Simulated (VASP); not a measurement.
# SiCl2H2 in VASP: settings compared

One molecule, SiCl2H2, is run at these levels: rev-vdW-DF2, LDA, PBEsol; tasks: single point.

All numbers are computed with VASP 6.6.1; they aren't measurements. Logs are shortened: lines on timing, memory, paths and dates and some standing lists are left out, and cuts for length are marked.

**1. Starting point**

The cell holds a molecule in a box, 5 atoms: a = 13.006 Å, b = 13.506 Å, c = 14.006 Å, α = 90.00°, β = 90.00°, γ = 90.00°.

**2. Single point, rev-vdW-DF2**

The input, INCAR:

```
PREC     = Accurate       # precision mode
ENCUT    = 400            # plane-wave cutoff, eV
EDIFF    = 1E-6           # SCF threshold, eV
ISMEAR   = 0              # smearing method
SIGMA    = 0.01           # smearing width, eV
LREAL    = F              # projectors in reciprocal space
LASPH    = T              # aspherical terms in the spheres
NELM     = 100            # most SCF steps
ALGO     = Normal         # electronic algorithm
ISIF     = 2              # what is computed and relaxed
LWAVE    = F              # write WAVECAR
LCHARG   = F              # write CHGCAR
GGA      = MK             # functional
LUSE_VDW = T            
AGGAC    = 0.0          
PARAM1   = 0.1234       
PARAM2   = 0.711357     
ZAB_VDW  = -1.8867      
ISYM     = 0
```

The input, KPOINTS:

```
regular mesh
0
Gamma
  1 1 1
```

The input, POSCAR:

```
SiH2Cl2                                 
1.0
   13.0062868778      0.0000000000      0.0000000000
    0.0000000000     13.5062868778      0.0000000000
    0.0000000000      0.0000000000     14.0062868778
  Si              Cl              H             
     1     2     2
Selective dynamics
Direct
     0.5004594151000035    0.5136331543000026    0.4971609763000018   F   F   F
     0.4103579674076030    0.4069474995286392    0.4348536694453302   T   T   T
     0.5827956027713556    0.4526015743900320    0.6074164374428490   T   T   T
     0.5734642084027681    0.5520482185668386    0.4248048764030066   T   T   T
     0.4328744853445132    0.5922876211080025    0.5360463605799926   T   T   T
```

Potentials or basis: VASP PAW PBE potentials, release 64 (Si, Cl, H).

Run with:

```console
cat potpaw_PBE.64/Si/POTCAR potpaw_PBE.64/Cl/POTCAR potpaw_PBE.64/H/POTCAR > POTCAR
mpirun -np 4 vasp_gam > vasp.out
```

OUTCAR:

```text
PREC = Accurate
   ENCUT = 400
   EDIFF = 1E-6
   ISMEAR = 0
   LREAL = F
   LASPH = T
   NELM = 100
   ISIF = 2
   GGA = MK
   ISYM = 0

 ion  position               nearest neighbor table
   1  0.500  0.514  0.497-   4 1.48   5 1.48   3 2.05   2 2.05
   2  0.410  0.407  0.435-   1 2.05
   3  0.583  0.453  0.607-   1 2.05
   4  0.573  0.552  0.425-   1 1.48
   5  0.433  0.592  0.536-   1 1.48

IMPORTANT INFORMATION: All symmetrisations will be switched off!
NOSYMM: (Re-)initialisation of all symmetry stuff for point group C_1.

----------------------------------------------------------------------------------------

                                     Primitive cell

  volume of cell :    2460.4374

  direct lattice vectors                    reciprocal lattice vectors
    13.006286878  0.000000000  0.000000000     0.076885894  0.000000000  0.000000000
     0.000000000 13.506286878  0.000000000     0.000000000  0.074039594  0.000000000
     0.000000000  0.000000000 14.006286878     0.000000000  0.000000000  0.071396510

  length of vectors
    13.006286878 13.506286878 14.006286878     0.076885894  0.074039594  0.071396510

  position of ions in fractional coordinates (direct lattice)
     0.500459415  0.513633154  0.497160976
     0.410357967  0.406947500  0.434853669
     0.582795603  0.452601574  0.607416437
     0.573464208  0.552048219  0.424804876
     0.432874485  0.592287621  0.536046361

  ion indices of the primitive-cell ions
   primitive index   ion index
                 1           1
                 2           2
                 3           3
                 4           4
                 5           5

----------------------------------------------------------------------------------------

 KPOINTS: regular mesh

Automatic generation of k-mesh.
 Grid dimensions read from file:
 generate k-points for:    1    1    1

 Generating k-lattice:

  Cartesian coordinates                     Fractional coordinates (reciprocal lattice)
     0.076885894  0.000000000  0.000000000     1.000000000  0.000000000  0.000000000
     0.000000000  0.074039594  0.000000000     0.000000000  1.000000000  0.000000000
     0.000000000  0.000000000  0.071396510     0.000000000  0.000000000  1.000000000

  Length of vectors
     0.076885894  0.074039594  0.071396510

  Shift w.r.t. Gamma in fractional coordinates (k-lattice)
     0.000000000  0.000000000  0.000000000

 Subroutine IBZKPT returns following result:
 ===========================================

 Found      1 irreducible k-points:

 Following reciprocal coordinates:
            Coordinates               Weight
  0.000000  0.000000  0.000000      1.000000
   k-points           NKPTS =      1   k-points in BZ     NKDIM =      1   number of bands    NBANDS=     16
   number of dos      NEDOS =    301   number of ions     NIONS =      5
   total plane-waves  NPLWV = 777600
   dimension x,y,z NGX =    90 NGY =   90 NGZ =   96
   dimension x,y,z NGXF=   180 NGYF=  180 NGZF=  192
   ions per type =               1   2   2
   NGX,Y,Z   is equivalent  to a cutoff of  11.50, 11.08, 11.39 a.u.
   NGXF,Y,Z  is equivalent  to a cutoff of  23.01, 22.16, 22.79 a.u.
 SYSTEM =  unknown system
   PREC   = accura    normal or accurate (medium, high low for compatibility)
   ISTART =      0    job   : 0-new  1-cont  2-samecut
   ICHARG =      2    charge: 1-file 2-atom 10-const
   ISPIN  =      1    spin polarized calculation?
   LNONCOLLINEAR =      F non collinear calculations
   LSORBIT =      F    spin-orbit coupling
   LASPH  =      T    aspherical Exc in radial PAW
   ENCUT  =  400.0 eV  29.40 Ry    5.42 a.u.  21.21 22.03 22.84*2*pi/ulx,y,z
   NELM   =    100;   NELMIN=  2; NELMDL= -5     # of ELM steps
   EDIFF  = 0.1E-05   stopping-criterion for ELM
   LREAL  =      F    real-space projection
   EDIFFG = 0.1E-04   stopping-criterion for IOM
   NSW    =      0    number of steps for IOM
   IBRION =     -1    ionic relax: 0-MD 1-quasi-New 2-CG
   NFREE  =      0    steps in history (QN), initial steepest desc. (CG)
   ISIF   =      2    stress and relaxation
   ISYM   =      0    0-nonsym 1-usesym 2-fastsym
   POTIM  = 0.5000    time-step for ionic-motion
   TEBEG  =    0.0;   TEEND  =   0.0 temperature during run
   PSTRESS=    0.0 pullay stress
   NELECT =      20.0000    total number of electrons
   NUPDOWN=      -1.0000    fix difference up-down
   EMIN   =  10.00;   EMAX   =-10.00  energy-range for DOS
   EFERMI =   0.00;   METHOD = LEGACY
   ISMEAR =     0;   SIGMA  =   0.01  broadening in eV -4-tet -1-fermi 0-gaus
   EFERMI_NEDOS =   21; number of points for ismear=-14 and -15
   IALGO  =     38    algorithm
   IMIX   =      4    mixing-type and parameters
     AMIX     =   0.40;   BMIX     =  1.00
     AMIX_MAG =   1.60;   BMIX_MAG =  1.00
  volume/ion in A,a.u.               =     492.09      3320.77
  Fermi-wavevector in a.u.,A,eV,Ry     =   0.329165  0.622032  1.474189  0.108350
  Thomas-Fermi vector in A             =   1.223379
   LORBIT       =      0    0 simple, 1 ext, 2 COOP (PROOUT), +10 PAW based schemes
   GGA     = MK    functional components
   LHFCALC =     F    Hartree Fock is set to
   AEXX    =    0.0000 exact exchange contribution
   IVDW_NL    =     1    kernel type
   BPARAM     = 6.3000
   IVDW    =     0    specifies the selected vdW correction
   LEPSILON=     F    determine dielectric tensor
   LRPA    =     F    only Hartree local field effects (RPA)
 non-spin polarized calculation
 Gauss-broadening in eV      SIGMA  =   0.01
  energy-cutoff  :      400.00
  volume of cell :     2460.44
 maximum number of plane-waves:     22336
 NGX is ok and might be reduce to    90
   NGX = 43   NGY = 45   NGZ = 45

 number of electron      19.9999999 magnetization

 Free energy of the ion-electron system (eV)
  ---------------------------------------------------
  ext. energy  EPLUGINS =         0.00000000
  ---------------------------------------------------
  free energy    TOTEN  =       -14.40276947 eV

  energy without entropy =      -14.40276947  energy(sigma->0) =      -14.40276947

 E-fermi :  -7.5366     XC(G=0):  -0.7534

 val. band max:       -7.6042936177   @ k =   0.0000   0.0000   0.0000
 cond. band min:      -1.1071712970   @ k =   0.0000   0.0000   0.0000
 fundamental gap:      6.4971223206
 Fermi energy:        -7.5365533640

 k-point     1 :       0.0000    0.0000    0.0000
  band No.  band energies     occupation
      1     -21.1545      2.00000
      2     -20.5721      2.00000
      3     -13.5160      2.00000
      4     -10.1474      2.00000
      5      -9.9645      2.00000
      6      -9.8420      2.00000
      7      -8.2739      2.00000
      8      -8.1264      2.00000
      9      -7.8789      2.00000
     10      -7.6043      2.00000
     11      -1.1072      0.00000
     12      -0.9388      0.00000
     13      -0.6843      0.00000
     14       0.0183      0.00000
     15       0.1751      0.00000
     16       0.4871      0.00000

------------------------ aborting loop because EDIFF is reached ----------------------------------------

  FORCE on cell =-STRESS in cart. coord.  units (eV):
  Direction    XX          YY          ZZ          XY          YZ          ZX
  --------------------------------------------------------------------------------------
  -------------------------------------------------------------------------------------
  Total       -0.1341434     -0.2175094     -0.1459935     -0.0079843      0.0232836     -0.0144504
  in kB       -0.0873510     -0.1416368     -0.0950675     -0.0051992      0.0151617     -0.0094097
  external PRESSURE =      -0.1080184 kB  Pullay stress =       0.0000000 kB

 VOLUME and BASIS-vectors are now :
 -----------------------------------------------------------------------------
  energy-cutoff  :      400.00
  volume of cell :     2460.44
      direct lattice vectors                 reciprocal lattice vectors
    13.006286878  0.000000000  0.000000000     0.076885894  0.000000000  0.000000000
     0.000000000 13.506286878  0.000000000     0.000000000  0.074039594  0.000000000
     0.000000000  0.000000000 14.006286878     0.000000000  0.000000000  0.071396510

 POSITION                                       TOTAL-FORCE (eV/Angst)
 -----------------------------------------------------------------------------------
      6.50912      6.93728      6.96338         0.001151      0.024040     -0.006690
      5.33723      5.49635      6.09069        -0.006541      0.003333     -0.009313
      7.58001      6.11297      8.50765         0.007203      0.007190      0.006084
      7.45864      7.45612      5.94994         0.014236     -0.021864     -0.008014
      5.63009      7.99961      7.50802        -0.016050     -0.012699      0.017933
 -----------------------------------------------------------------------------------
    total drift:                                0.000250     -0.000324      0.000376

  FREE ENERGIE OF THE ION-ELECTRON SYSTEM (eV)
  ---------------------------------------------------
  free  energy   TOTEN  =       -14.4027694720 eV

  energy  without entropy=      -14.4027694720  energy(sigma->0) =      -14.40276947

Total vdW correction in eV:      4.3843289
```

It took 6.7 min on 4 MPI ranks of Intel Xeon Platinum 8375C at 2.90GHz (Ice Lake), shared host; peak memory 1.4 GiB.

What came out:

* Free energy: -14.4028 eV
* Largest force: 0.027 eV/Å
* Gap between the frontier levels: 6.50 eV

Forces on the atoms (eV/Å):
```
Si   0.001  0.024 -0.007
Cl  -0.007  0.003 -0.009
Cl   0.007  0.007  0.006
H    0.014 -0.022 -0.008
H   -0.016 -0.013  0.018
```

Caveat: the PAW data sets were made with another functional, which shifts forces and pressure a little.

**3. Single point, LDA**

INCAR, as its differences from that of step 2:

```diff
@@ -12,8 +12,3 @@
 LCHARG   = F              # write CHGCAR
-GGA      = MK             # functional
-LUSE_VDW = T            
-AGGAC    = 0.0          
-PARAM1   = 0.1234       
-PARAM2   = 0.711357     
-ZAB_VDW  = -1.8867      
+GGA      = CA             # functional
 ISYM     = 0
```

KPOINTS is that of step 2.

POSCAR is that of step 2.

Potentials or basis: VASP PAW LDA potentials, release 64 (Si, Cl, H).

Run with:

```console
cat potpaw_LDA.64/Si/POTCAR potpaw_LDA.64/Cl/POTCAR potpaw_LDA.64/H/POTCAR > POTCAR
mpirun -np 4 vasp_gam > vasp.out
```

Run time: 19 s. Hardware: 4 MPI ranks of Intel Xeon Platinum 8375C at 2.90GHz (Ice Lake), shared host; peak memory 0.38 GiB.

Results (log left out):

```
Free energy                     : -19.8542 eV
Largest force                   : 0.418 eV/Å
Gap between the frontier levels : 6.39 eV
```

Forces in eV/Å, atoms in the order of the input:
```
Si  -0.018 -0.401  0.119
Cl   0.222  0.272  0.166
Cl  -0.203  0.156 -0.293
H    0.049 -0.028 -0.038
H   -0.050  0.001  0.046
```

Levels at points of the mesh, in eV from the valence-band top:
| k point | band 6 | band 7 | band 8 | band 9 | band 10 | band 11 | band 12 | band 13 | band 14 | band 15 |
| --- | --- | --- | --- | --- | --- | --- | --- | --- | --- | --- |
| (0.00, 0.00, 0.00) | -2.29 | -0.73 | -0.60 | -0.35 | 0.00 | 6.39 | 6.53 | 7.06 | 7.73 | 7.81 |

**4. Single point, PBEsol**

INCAR, as its differences from that of step 3:

```diff
@@ -12,3 +12,3 @@
 LCHARG   = F              # write CHGCAR
-GGA      = CA             # functional
+GGA      = PS             # functional
 ISYM     = 0
```

KPOINTS is that of step 3.

POSCAR is that of step 3.

Potentials or basis: VASP PAW PBE potentials, release 64 (Si, Cl, H).

Run with:

```console
cat potpaw_PBE.64/Si/POTCAR potpaw_PBE.64/Cl/POTCAR potpaw_PBE.64/H/POTCAR > POTCAR
mpirun -np 4 vasp_gam > vasp.out
```

Run time: 33 s. Hardware: 4 MPI ranks of Intel Xeon Platinum 8375C at 2.90GHz (Ice Lake), shared host; peak memory 0.5 GiB.

The run converged. Its results:

```
Free energy                     : -19.2318 eV
Largest force                   : 0.269 eV/Å
Gap between the frontier levels : 6.49 eV
```

Forces on the atoms (eV/Å):
```
Si  -0.011 -0.258  0.077
Cl   0.089  0.126  0.060
Cl  -0.079  0.079 -0.121
H    0.076  0.004 -0.072
H   -0.074  0.049  0.056
```

Levels at points of the mesh, in eV from the valence-band top:
| k point | band 7 | band 8 | band 9 | band 10 | band 11 | band 12 | band 13 | band 14 |
| --- | --- | --- | --- | --- | --- | --- | --- | --- |
| (0.00, 0.00, 0.00) | -0.71 | -0.58 | -0.33 | 0.00 | 6.49 | 6.64 | 7.08 | 7.68 |

Caveat: the PAW data sets were made with another functional, which shifts forces and pressure a little.

**5. Overview**

```tsv
level	potentials or basis	gap on the mesh (eV)	largest force (eV/Å)
rev-vdW-DF2	VASP PAW PBE potentials, release 64 (Si, Cl, H)	6.50	0.03
LDA	VASP PAW LDA potentials, release 64 (Si, Cl, H)	6.39	0.42
PBEsol	VASP PAW PBE potentials, release 64 (Si, Cl, H)	6.49	0.27
```

Alike in all rows: task single point; no spin polarisation; cell as given; k mesh 1 × 1 × 1; cutoff (eV) 400; smearing gaussian 0.01 eV.

Caveats: the PAW data sets were made with another functional, which shifts forces and pressure a little (some runs).

Absolute energies hang on the potentials; compare differences alone.
